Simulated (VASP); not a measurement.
Given:

```xyz
1
Lattice="-2.7245 2.7245 2.7245 2.7245 -2.7245 2.7245 2.7245 2.7245 -2.7245" Properties=species:S:1:pos:R:3 pbc="T T T"
K      0.0000     0.0000     0.0000
```

Method: LDA (Ceperley-Alder, Perdew-Zunger), VASP's LDA PAW potentials (set 64) (plane waves; VASP). Settings: 300 eV cut-off, 7×7×7 Γ-centred mesh, Gaussian smearing of 0.10 eV, potentials K_sv.

At this cut-off the stress carries a Pulay error, which pulls relaxed volumes low. Energy and stress use the plane-wave basis of the starting cell.

**Question.** The ions, cell shape and volume are relaxed. What does this cell relax into?

**Answer.** 
```xyz
1
Lattice="-2.5083 2.5083 2.5083 2.5083 -2.5083 2.5083 2.5083 2.5083 -2.5083" Properties=species:S:1:pos:R:3 pbc="T T T"
K      0.0000     0.0000     0.0000
```
Space group Im-3m (229), at a tolerance of 0.03 Å.

**Question.** How do energy and volume change from the first to the last step?

**Answer.** The energy (σ→0) changes by -53.7 meV/atom and the volume by -22.0 %, in 6 ionic steps.

| step | E(σ→0) (eV) | max force (eV/Å) | pressure (GPa) | volume (Å³) |
|---|---|---|---|---|
| 1 | -1.1232 | 0.000 | -0.79 | 80.90 |
| 2 | -1.1445 | 0.000 | -0.67 | 76.30 |
| 3 | -1.1698 | 0.000 | -0.38 | 68.83 |
| 4 | -1.1588 | 0.000 | 0.83 | 55.39 |
| 5 | -1.1769 | 0.000 | -0.05 | 63.74 |
| 6 | -1.1770 | 0.000 | 0.00 | 63.12 |

The structure comes from a computed database's K entry; how it stands against other phases isn't given here. This run relaxes it. Symmetry was kept, so distortions that lower it aren't found. The run is one of a series of settings (EDIFFG = -0.01, IBRION = 2, ISIF = 3, NSW = 50 against the base run), some of them coarse on purpose.
